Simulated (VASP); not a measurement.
For cubic SrO (space group Fm-3m), LDA (Ceperley-Alder, Perdew-Zunger), VASP's LDA PAW potentials (set 64) (VASP) gives ε∞ = 3.90, a static ε₀ = 18.07 and a transverse optical mode at 219 cm⁻¹.

Problem. Estimate the longitudinal optical frequency at Γ.

Solution. By the Lyddane-Sachs-Teller relation, ω_LO = ω_TO √(ε₀/ε∞) = 219 × √(18.07/3.90) = 471 cm⁻¹.

The structure comes from a computed database's SrO entry (Fm-3m); how it stands against other phases isn't given here. It was relaxed first, which changed the volume by -5 %.
